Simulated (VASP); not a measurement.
Level of theory: PBE GGA, VASP's PBE PAW potentials (set 64) (plane waves; VASP 6.6.1).

VASP input:

File POSCAR:
```
Al35ScN36
1
    4.6932676572    -8.1289780182     0.0000000000
    4.6932676572     8.1289780182     0.0000000000
    0.0000000000     0.0000000000    10.0192026154
Al N Sc
35 36 1
Direct
  0.2222220000   0.1111110000   0.2500000000
  0.1111110000   0.2222220000   0.0000000000
  0.2222220000   0.1111110000   0.7500000000
  0.1074920000   0.2211480000   0.4992230000
  0.2160250000   0.4413550000   0.2456200000
  0.1111110000   0.5555560000   0.0000000000
  0.2261980000   0.4435630000   0.7485270000
  0.1102230000   0.5539940000   0.5047900000
  0.2222220000   0.7777780000   0.2500000000
  0.1111110000   0.8888890000   0.0000000000
  0.2222220000   0.7777780000   0.7500000000
  0.1111110000   0.8888890000   0.5000000000
  0.5555560000   0.1111110000   0.2500000000
  0.4444440000   0.2222220000   0.0000000000
  0.5555560000   0.1111110000   0.7500000000
  0.4461870000   0.2184350000   0.4975870000
  0.5575620000   0.4476980000   0.2541090000
  0.4444440000   0.5555560000   0.0000000000
  0.5496770000   0.4399160000   0.7536330000
  0.5604160000   0.7820530000   0.2489140000
  0.4444440000   0.8888890000   0.0000000000
  0.5492350000   0.7739550000   0.7529260000
  0.4447030000   0.8860210000   0.4976180000
  0.8888890000   0.1111110000   0.2500000000
  0.7777780000   0.2222220000   0.0000000000
  0.8888890000   0.1111110000   0.7500000000
  0.7777780000   0.2222220000   0.5000000000
  0.8888890000   0.4444440000   0.2500000000
  0.7777780000   0.5555560000   0.0000000000
  0.8888890000   0.4444440000   0.7500000000
  0.7757790000   0.5529830000   0.4973000000
  0.8888890000   0.7777780000   0.2500000000
  0.7777780000   0.8888890000   0.0000000000
  0.8888890000   0.7777780000   0.7500000000
  0.7772740000   0.8904390000   0.5000910000
  0.2222220000   0.1111110000   0.4410000000
  0.1111110000   0.2222220000   0.1910000000
  0.2222220000   0.1111110000   0.9410000000
  0.1111110000   0.2222220000   0.6910000000
  0.2230740000   0.4445940000   0.4363420000
  0.1111110000   0.5555560000   0.1910000000
  0.2222220000   0.4444440000   0.9410000000
  0.1111110000   0.5555560000   0.6910000000
  0.2222220000   0.7777780000   0.4410000000
  0.1111110000   0.8888890000   0.1910000000
  0.2222220000   0.7777780000   0.9410000000
  0.1111110000   0.8888890000   0.6910000000
  0.5555560000   0.1111110000   0.4410000000
  0.4444440000   0.2222220000   0.1910000000
  0.5555560000   0.1111110000   0.9410000000
  0.4444440000   0.2222220000   0.6910000000
  0.5518680000   0.4441120000   0.4381250000
  0.4435780000   0.5518850000   0.1884750000
  0.5555560000   0.4444440000   0.9410000000
  0.4471160000   0.5579420000   0.6930150000
  0.5553170000   0.7723350000   0.4416610000
  0.4444440000   0.8888890000   0.1910000000
  0.5555560000   0.7777780000   0.9410000000
  0.4444440000   0.8888890000   0.6910000000
  0.8888890000   0.1111110000   0.4410000000
  0.7777780000   0.2222220000   0.1910000000
  0.8888890000   0.1111110000   0.9410000000
  0.7777780000   0.2222220000   0.6910000000
  0.8888890000   0.4444440000   0.4410000000
  0.7777780000   0.5555560000   0.1910000000
  0.8888890000   0.4444440000   0.9410000000
  0.7777780000   0.5555560000   0.6910000000
  0.8888890000   0.7777780000   0.4410000000
  0.7777780000   0.8888890000   0.1910000000
  0.8888890000   0.7777780000   0.9410000000
  0.7777780000   0.8888890000   0.6910000000
  0.4395930000   0.5552440000   0.4992620000
```

### KPOINTS
```
Automatic mesh
0
Gamma
1 1 1
0 0 0
```

**INCAR**
```
ALGO = Fast
EDIFF = 1E-5
EDIFFG = -0.03
ENCUT = 400
GGA = PE
IBRION = 2
ISIF = 2
ISMEAR = 0
ISPIN = 2
ISYM = 0
LASPH = .True.
LCHARG = .False.
LMAXMIX = 4
LORBIT = 10
LREAL = Auto
LWAVE = .False.
MAGMOM = 72*0.0139
NELECT = 299.0
NELM = 100
NELMIN = 4
NSW = 60
NUPDOWN = 1
PREC = Normal
SIGMA = 0.05
SYSTEM = Al35ScN36
```

POTCAR, in this order: Al N Sc_sv (PBE.64 set). Program: vasp_gam.

### Question
What will the output report for the number of irreducible k-points (NKPTS), largest plane-wave count, FFT grid (NGX, NGY, NGZ)?

### Answer

| Quantity | Result |
|---|---|
| number of irreducible k-points (NKPTS) | 1 |
| largest plane-wave count | 6983 |
| FFT grid (NGX, NGY, NGZ) | 48 × 48 × 50 |

The cell is a supercell with a defect, built from AlN (wurtzite): Sc_Al, charge -3.
